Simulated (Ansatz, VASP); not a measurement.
# AsP: VASP beside Ansatz

Wanted: the spread between two codes on one cell, functional and k mesh. The cell is generated by rule, not measured, and may not be a known phase. The cell is taken from a series of VASP runs on this material, whose earlier steps may have relaxed, scaled or displaced it; both programs get it as it stands.

Program: Ansatz 0.2.0. Level of theory: plane waves, with VASP 6.6.1 beside it; band structure at PBEsol, spin-orbit coupling. Results are calculated unless marked as measured.

The structure was built from a prototype and need not be the compound's stable phase.

### Step 1. Starting point

It takes space group F-43m (No. 216, cubic). The conventional cell has a = 5.289 Å, b = 5.289 Å, c = 5.289 Å, α = 90.00°, β = 90.00°, γ = 90.00°. Nearest to As lie 4 P at 2.29 Å. Nearest to P lie 4 As at 2.29 Å. Farther neighbours are not listed.

Coordinates:

```cif
data_structure
_symmetry_space_group_name_H-M 'P 1'
_symmetry_Int_Tables_number 1
_cell_length_a 3.7395
_cell_length_b 3.7395
_cell_length_c 3.7395
_cell_angle_alpha 60.000
_cell_angle_beta 60.000
_cell_angle_gamma 60.000
_cell_volume 36.98
loop_
_atom_site_label
_atom_site_type_symbol
_atom_site_fract_x
_atom_site_fract_y
_atom_site_fract_z
_atom_site_occupancy
As1 As 0.00000 0.00000 0.00000 1
P2 P 0.25000 0.25000 0.25000 1
```

### Step 2. VASP: band structure, PBEsol, spin-orbit coupling

A single point gives forces, pressure and levels at one fixed geometry, so differences don't come from the geometry; what else differs is listed under the comparison.

Lines of VASP's logs that name or quote its potential files are left out, and so is its time.

The input, INCAR:

```
SYSTEM = AsP
PREC = Accurate
ENCUT = 400
EDIFF = 1E-06
NELM = 100
ISMEAR = 0
SIGMA = 0.02
LREAL = .FALSE.
ALGO = Normal
GGA = PS
LNONCOLLINEAR = .TRUE.
MAGMOM = 0 0 0 0 0 0
NBANDS = 22
GGA_COMPAT = .FALSE.
LASPH = .TRUE.
LSORBIT = .TRUE.
LORBIT = 11
LWAVE = .FALSE.
LCHARG = .FALSE.
KPAR = 4
ISIF = 2
```

The input, POSCAR:

```
AsP
1.0
    0.0000000000      2.6442600000      2.6442600000
    2.6442600000      0.0000000000      2.6442600000
    2.6442600000      2.6442600000      0.0000000000
As P
1 1
Direct
    0.0000000000      0.0000000000      0.0000000000
    0.2500000000      0.2500000000      0.2500000000
```

The input, KPOINTS:

```
Automatic mesh
0
Gamma
10 10 10
0 0 0
```

The input, KPOINTS_OPT:

```
Line mode
16
Line-mode
Reciprocal
  0.00000000   0.00000000   0.00000000 GAMMA
  0.50000000   0.00000000   0.50000000 X

  0.50000000   0.00000000   0.50000000 X
  0.50000000   0.25000000   0.75000000 W

  0.50000000   0.25000000   0.75000000 W
  0.37500000   0.37500000   0.75000000 K

  0.37500000   0.37500000   0.75000000 K
  0.00000000   0.00000000   0.00000000 GAMMA

  0.00000000   0.00000000   0.00000000 GAMMA
  0.50000000   0.50000000   0.50000000 L

  0.50000000   0.50000000   0.50000000 L
  0.62500000   0.25000000   0.62500000 U

  0.62500000   0.25000000   0.62500000 U
  0.50000000   0.25000000   0.75000000 W

  0.50000000   0.25000000   0.75000000 W
  0.50000000   0.50000000   0.50000000 L

  0.50000000   0.50000000   0.50000000 L
  0.37500000   0.37500000   0.75000000 K

  0.62500000   0.25000000   0.62500000 U
  0.50000000   0.00000000   0.50000000 X
```

PAW data sets: As and P (PBE family, release 64).

Run with:

```sh
> mpirun -np 4 vasp_ncl
```

Numbers of over 12 decimals in the logs are rounded to 6 here.

Log:

```text
[banner, memory and clock lines left out]
running    4 mpi-ranks, on    1 nodes
 distrk:  each k-point on    1 cores,    4 groups
 distr:  one band on    1 cores,    1 groups

 POSCAR found type information on POSCAR AsP
 POSCAR found :  2 types and       2 ions
|                                                                             |
|               ----> ADVICE to this user running VASP <----                  |
|                                                                             |
|     You enforced a specific xc type in the INCAR file but a different       |
|     [... a line on the potential file left out ...]
|     I HOPE YOU KNOW WHAT YOU ARE DOING!                                     |
|                                                                             |

 LDA part: xc-table for (Slater+PW92), standard interpolation
 POSCAR, INCAR and KPOINTS ok, starting setup
 FFT: planning ... GRIDC
 FFT: planning ... GRID_SOFT
 FFT: planning ... GRID
 WAVECAR not read
 entering main loop
       N       E                     dE             d eps       ncg     rms          rms(c)
DAV:   1     0.243626969582E+02    0.24363E+02   -0.35355E+03  3212   0.634E+02
DAV:   2    -0.784963129425E+01   -0.32212E+02   -0.30845E+02  4304   0.127E+02
DAV:   3    -0.939141687397E+01   -0.15418E+01   -0.15162E+01  4202   0.247E+01
DAV:   4    -0.940372531556E+01   -0.12308E-01   -0.12301E-01  3740   0.267E+00
DAV:   5    -0.940385775335E+01   -0.13244E-03   -0.13243E-03  3938   0.272E-01    0.784E+00
DAV:   6    -0.932421858496E+01    0.79639E-01   -0.47193E-02  3744   0.133E+00    0.467E+00
DAV:   7    -0.929689461062E+01    0.27324E-01   -0.46285E-02  3864   0.130E+00    0.503E-01
DAV:   8    -0.929600091594E+01    0.89369E-03   -0.38131E-03  3596   0.433E-01    0.196E-01
DAV:   9    -0.929601190992E+01   -0.10994E-04   -0.40115E-04  3808   0.123E-01    0.631E-02
DAV:  10    -0.929599614970E+01    0.15760E-04   -0.31187E-05  3638   0.380E-02    0.163E-02
DAV:  11    -0.929599407047E+01    0.20792E-05   -0.79380E-06  3838   0.187E-02    0.521E-03
DAV:  12    -0.929599399465E+01    0.75822E-07   -0.81325E-07  2110   0.563E-03
   1 F= -.92959940E+01 E0= -.92958226E+01  d E =-.342699E-03  mag=    -0.0000     0.0000    -0.0000
 Start KPOINTS_OPT (optional k-point list driver)
k-point batch [1-73\160]
       N       E                     dE             ncg
DAV:   1     0.243284780655E+04   -0.13310E+05     3212
DAV:   2     0.129615699042E+03   -0.23032E+04     4410
DAV:   3     0.174079408521E+02   -0.11221E+03     4174
DAV:   4     0.165421699223E+02   -0.86577E+00     3752
DAV:   5     0.165331081951E+02   -0.90617E-02     3988
DAV:   6     0.165329545912E+02   -0.15360E-03     3844
DAV:   7     0.165329517449E+02   -0.28463E-05     3402
DAV:   8     0.165329515026E+02   -0.24227E-06     2794
[...]
k-point batch [147-160\160]
       N       E                     dE             ncg
DAV:   1     0.189685124434E+05   -0.43706E+04      616
DAV:   2     0.185625141891E+05   -0.40600E+03      874
DAV:   3     0.185462900881E+05   -0.16224E+02      904
DAV:   4     0.185461865590E+05   -0.10353E+00      822
DAV:   5     0.185461854529E+05   -0.11062E-02      828
DAV:   6     0.185461854348E+05   -0.18120E-04      830
DAV:   7     0.185461854345E+05   -0.29036E-06      726
```

Parts of OUTCAR (step 2):

```text
ion  position               nearest neighbor table
   1  0.000  0.000  0.000-   2 2.29   2 2.29   2 2.29   2 2.29
   2  0.250  0.250  0.250-   1 2.29   1 2.29   1 2.29   1 2.29

  LATTYP: Found a face centered cubic cell.
 ALAT       =     5.2885200000

 Subroutine GETGRP returns: Found 24 space group operations
 (whereof 24 operations were pure point group operations)

The static configuration has the point symmetry T_d .

 Found     73 irreducible k-points:

   k-points           NKPTS =     73   k-points in BZ     NKDIM =     73   number of bands    NBANDS=     22

   dimension x,y,z NGX =    24 NGY =   24 NGZ =   24
   dimension x,y,z NGXF=    48 NGYF=   48 NGZF=   48

   ENCUT  =  400.0 eV  29.40 Ry    5.42 a.u.   6.10  6.10  6.10*2*pi/ulx,y,z

   NELECT =      10.0000    total number of electrons

 k-points in reciprocal lattice and weights: Automatic mesh
   0.00000000  0.00000000  0.00000000       0.001
   0.10000000  0.00000000  0.00000000       0.004
  -0.10000000  0.00000000  0.00000000       0.004
   0.20000000  0.00000000  0.00000000       0.004
  -0.20000000  0.00000000  0.00000000       0.004
   0.30000000  0.00000000  0.00000000       0.004
  -0.30000000  0.00000000  0.00000000       0.004
   0.40000000  0.00000000  0.00000000       0.004
  -0.40000000  0.00000000  0.00000000       0.004
[...]
-0.30000000  0.40000000  0.20000000       0.024
  -0.30000000  0.50000000  0.20000000       0.012

 average (electrostatic) potential at core
       1 -48.4293       2 -82.6057

 E-fermi :   7.0986

 k-point     1 :       0.0000    0.0000    0.0000
  band No.  band energies     occupation
    ...
      8       3.9952      1.00000
      9       4.4289      1.00000
     10       4.4289      1.00000
     11       7.0831      0.86345
     12       7.0831      0.86345
     13       7.2578      0.00000
     14       7.2578      0.00000
     15       7.2578      0.00000
     16       7.2578      0.00000
     17      12.7431      0.00000
    ...

 k-point     2 :       0.1000    0.0000    0.0000
  band No.  band energies     occupation
    ...
      6       3.6632      1.00000
      7       3.7990      1.00000
      8       3.7998      1.00000
      9       5.4719      1.00000
     10       5.4719      1.00000
     11       7.4111      0.00000
     12       7.4111      0.00000
     13       7.5429      0.00000
     14       7.5443      0.00000
     15       7.7312      0.00000
    ...

 k-point     3 :      -0.1000    0.0000    0.0000
  band No.  band energies     occupation
    ...
      6       3.6632      1.00000
      7       3.7990      1.00000
      8       3.7998      1.00000
      9       5.4719      1.00000
     10       5.4719      1.00000
     11       7.4111      0.00000
     12       7.4111      0.00000
     13       7.5429      0.00000
     14       7.5443      0.00000
     15       7.7312      0.00000
    ...

  Total        4.7688458      4.7688458      4.7688458      0.0000000      0.0000000     -0.0000000
  in kB      206.6243022    206.6243022    206.6243022      0.0000000      0.0000000     -0.0000000
  external PRESSURE =     206.6243022 kB  Pullay stress =       0.0000000 kB

  energy-cutoff  :      400.00
  volume of cell :       36.98
      direct lattice vectors                 reciprocal lattice vectors
     0.000000000  2.644260000  2.644260000    -0.189088819  0.189088819  0.189088819
     2.644260000  0.000000000  2.644260000     0.189088819 -0.189088819  0.189088819
     2.644260000  2.644260000  0.000000000     0.189088819  0.189088819 -0.189088819

 POSITION                                       TOTAL-FORCE (eV/Angst)
 -----------------------------------------------------------------------------------
      0.00000      0.00000      0.00000         0.000000      0.000000     -0.000000
      1.32213      1.32213      1.32213        -0.000000     -0.000000      0.000000
 -----------------------------------------------------------------------------------
    total drift:                               -0.000001     -0.000001     -0.000001

  FREE ENERGIE OF THE ION-ELECTRON SYSTEM (eV)
  ---------------------------------------------------
  free  energy   TOTEN  =        -9.2959939947 eV

  energy  without entropy=       -9.2956512953  energy(sigma->0) =       -9.29582264

 Spin-Orbit-Coupling matrix elements
 Ion:    1  E_soc:     -0.0238991
 Ion:    2  E_soc:     -0.0013003

 total charge
# of ion       s       p       d       tot
------------------------------------------
    1        1.313   1.430   0.120   2.862
    2        1.115   1.370   0.000   2.485
--------------------------------------------------
tot          2.428   2.800   0.120   5.347

 magnetization (x)
# of ion       s       p       d       tot
------------------------------------------
    1       -0.000   0.000   0.000  -0.000
    2       -0.000   0.000   0.000  -0.000
--------------------------------------------------
tot         -0.000   0.000   0.000  -0.000

 magnetization (y)
# of ion       s       p       d       tot
------------------------------------------
    1       -0.000   0.000   0.000  -0.000
    2        0.000   0.000   0.000   0.000
--------------------------------------------------
tot         -0.000   0.000   0.000  -0.000

 magnetization (z)
# of ion       s       p       d       tot
------------------------------------------
    1        0.000  -0.000   0.000  -0.000
    2        0.000  -0.000   0.000  -0.000
--------------------------------------------------
tot          0.000  -0.000   0.000  -0.000

[... 3 further parts left out ...]
```

The run ends at a pressure of 20.66 GPa.

(Continued in part 2 of 2.)

[Lines on the potential files, build, host, timing and source positions are cut from VASP's logs without a mark.]

[Logs are printed without paths, hosts, clocks, repeated set-up lines and the standing remarks that a program may print on its own settings, such as how far it seeks lower states.]

[Hosts, paths, dates, database ids (printed as entryN), source tags and the programs' standing remarks are cut or masked in the printed files.]
